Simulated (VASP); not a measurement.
Output of a VASP run:

### OUTCAR
```
 ion  position               nearest neighbor table
   1  0.000  0.000  0.000-   2 2.40   2 2.40   2 2.40   2 2.40
   2  0.250  0.250  0.250-   1 2.40   1 2.40   1 2.40   1 2.40
  LATTYP: Found a face centered cubic cell.
 ALAT       =     5.5489221474
 Subroutine PRICEL returns:
 Original cell was already a primitive cell.
 Subroutine GETGRP returns: Found 24 space group operations
The static configuration has the point symmetry T_d .
The dynamic configuration has the point symmetry T_d .
 Subroutine INISYM returns: Found 24 space group operations
 Subroutine IBZKPT returns following result:
 Found     29 irreducible k-points:

 Following reciprocal coordinates:
            Coordinates               Weight
  0.000000  0.000000  0.000000      1.000000
  0.125000  0.000000  0.000000      8.000000
  0.250000  0.000000  0.000000      8.000000
  0.375000  0.000000  0.000000      8.000000
  0.500000  0.000000  0.000000      4.000000
  0.125000  0.125000  0.000000      6.000000
  0.250000  0.125000  0.000000     24.000000
  0.375000  0.125000  0.000000     24.000000
  0.500000  0.125000  0.000000     24.000000
 -0.375000  0.125000  0.000000     24.000000
 -0.250000  0.125000  0.000000     24.000000
 -0.125000  0.125000  0.000000     12.000000
  0.250000  0.250000  0.000000      6.000000
  0.375000  0.250000  0.000000     24.000000
  0.500000  0.250000  0.000000     24.000000
 -0.375000  0.250000  0.000000     24.000000
 -0.250000  0.250000  0.000000     12.000000
  0.375000  0.375000  0.000000      6.000000
  0.500000  0.375000  0.000000     24.000000
 -0.375000  0.375000  0.000000     12.000000
  0.500000  0.500000  0.000000      3.000000
  0.375000  0.250000  0.125000     24.000000
  0.500000  0.250000  0.125000     48.000000
 -0.375000  0.250000  0.125000     24.000000
  0.500000  0.375000  0.125000     24.000000
 -0.375000  0.375000  0.125000     48.000000
 -0.250000  0.375000  0.125000     24.000000
 -0.375000  0.500000  0.125000     12.000000
 -0.250000  0.500000  0.250000      6.000000
   k-points           NKPTS =     29   k-points in BZ     NKDIM =     29   number of bands    NBANDS=     13
   number of dos      NEDOS =    301   number of ions     NIONS =      2
   total plane-waves  NPLWV =  27000
   dimension x,y,z NGX =    30 NGY =   30 NGZ =   30
   dimension x,y,z NGXF=    60 NGYF=   60 NGZF=   60
   ions per type =               1   1
   PREC   = accura    normal or accurate (medium, high low for compatibility)
   ISTART =      0    job   : 0-new  1-cont  2-samecut
   ICHARG =      2    charge: 1-file 2-atom 10-const
   ISPIN  =      1    spin polarized calculation?
   LNONCOLLINEAR =      F non collinear calculations
   LSORBIT =      F    spin-orbit coupling
   INIWAV =      1    electr: 0-lowe 1-rand  2-diag
   ENCUT  =  520.0 eV  38.22 Ry    6.18 a.u.   7.30  7.30  7.30*2*pi/ulx,y,z
   NELM   =    100;   NELMIN=  2; NELMDL= -5     # of ELM steps
   EDIFF  = 0.1E-06   stopping-criterion for ELM
   LREAL  =      F    real-space projection
   NLSPLINE    = F    spline interpolate recip. space projectors
   LMAXMIX     =    4 max onsite mixed and CHGCAR
   VOSKOWN=      0    Vosko Wilk Nusair interpolation
   EDIFFG = 0.1E-05   stopping-criterion for IOM
   NSW    =      0    number of steps for IOM
   NBLOCK =      1;   KBLOCK =      1    inner block; outer block
   IBRION =     -1    ionic relax: 0-MD 1-quasi-New 2-CG
   NFREE  =      0    steps in history (QN), initial steepest desc. (CG)
   ISIF   =      2    stress and relaxation
   ISYM   =      2    0-nonsym 1-usesym 2-fastsym
   TEIN   =    0.0    initial temperature
   TEBEG  =    0.0;   TEEND  =   0.0 temperature during run
   SMASS  =  -3.00    Nose mass-parameter (am)
   PSTRESS=    0.0 pullay stress
   NELECT =      18.0000    total number of electrons
   EFERMI =   0.00;   METHOD = LEGACY
   ISMEAR =     0;   SIGMA  =   0.05  broadening in eV -4-tet -1-fermi 0-gaus
   IALGO  =     38    algorithm
...
```

OSZICAR:
```
       N       E                     dE             d eps       ncg     rms          rms(c)
DAV:   1     0.802062383838E+02    0.80206E+02   -0.94736E+03   754   0.193E+03
DAV:   2    -0.344959397109E+01   -0.83656E+02   -0.80537E+02   829   0.326E+02
DAV:   3    -0.955418745329E+01   -0.61046E+01   -0.60734E+01   944   0.760E+01
DAV:   4    -0.966299896778E+01   -0.10881E+00   -0.10874E+00   938   0.110E+01
DAV:   5    -0.966561917287E+01   -0.26202E-02   -0.26200E-02   929   0.145E+00    0.405E+00
DAV:   6    -0.944812969049E+01    0.21749E+00   -0.40915E-01  1142   0.124E+01    0.256E+00
DAV:   7    -0.941974584886E+01    0.28384E-01   -0.90503E-02   978   0.243E+00    0.958E-01
DAV:   8    -0.941952203678E+01    0.22381E-03   -0.14102E-02   874   0.160E+00    0.135E-01
DAV:   9    -0.942014333305E+01   -0.62130E-03   -0.14372E-03  1033   0.592E-01    0.804E-02
DAV:  10    -0.942024612757E+01   -0.10279E-03   -0.12359E-04   884   0.105E-01    0.358E-02
DAV:  11    -0.942034667531E+01   -0.10055E-03   -0.17296E-04   834   0.119E-01    0.499E-03
DAV:  12    -0.942034652868E+01    0.14663E-06   -0.42601E-06   927   0.271E-02    0.341E-03
DAV:  13    -0.942034722112E+01   -0.69244E-06   -0.19779E-06   847   0.122E-02    0.210E-03
DAV:  14    -0.942034718028E+01    0.40840E-07   -0.62100E-08   672   0.319E-03
   1 F= -.94203472E+01 E0= -.94203472E+01  d E =-.253911E-13
```

**OUTCAR**
```
------------------------ aborting loop because EDIFF is reached ----------------------------------------
  FORCE on cell =-STRESS in cart. coord.  units (eV):
  Direction    XX          YY          ZZ          XY          YZ          ZX
  --------------------------------------------------------------------------------------
  Total       -1.1288321     -1.1288321     -1.1288321      0.0000000      0.0000000     -0.0000000
  in kB      -42.3422589    -42.3422589    -42.3422589      0.0000000      0.0000000     -0.0000000
  external PRESSURE =     -42.3422589 kB  Pullay stress =       0.0000000 kB
  volume of cell :       42.71
      direct lattice vectors                 reciprocal lattice vectors
     0.000000000  2.774461074  2.774461074    -0.180215179  0.180215179  0.180215179
     2.774461074  0.000000000  2.774461074     0.180215179 -0.180215179  0.180215179
     2.774461074  2.774461074  0.000000000     0.180215179  0.180215179 -0.180215179
  FREE ENERGIE OF THE ION-ELECTRON SYSTEM (eV)
  ---------------------------------------------------
  free  energy   TOTEN  =        -9.4203471803 eV

  energy  without entropy=       -9.4203471803  energy(sigma->0) =       -9.42034718
```
(Selected blocks of OUTCAR.)

File POSCAR:
```
GaP
1
    0.0000000000     2.7744610737     2.7744610737
    2.7744610737     0.0000000000     2.7744610737
    2.7744610737     2.7744610737     0.0000000000
Ga P
1 1
Direct
  0.0000000000   0.0000000000   0.0000000000
  0.2500000000   0.2500000000   0.2500000000
```

Problem. Reconstruct the remaining input files.

Solution. One answer among several that fit: the input of the run itself, AM05 GGA, plane waves, VASP's PBE PAW potentials (set 64).

### INCAR
```
SYSTEM = GaP
PREC = Accurate
ENCUT = 520
EDIFF = 1E-7
NELM = 100
ALGO = Normal
LREAL = .FALSE.
LASPH = .TRUE.
ISMEAR = 0
SIGMA = 0.05
GGA = AM
LMAXMIX = 4
LWAVE = .FALSE.
LCHARG = .FALSE.
ISIF = 2
```

File KPOINTS:
```
Automatic mesh
0
Gamma
 8 8 8
```

POTCAR, in this order: Ga_d P (PBE.64 set). Program: vasp_std.

The compound is GaP in the zinc blende structure. This cell is one point of a volume scan, at 1.06 of the reference volume.
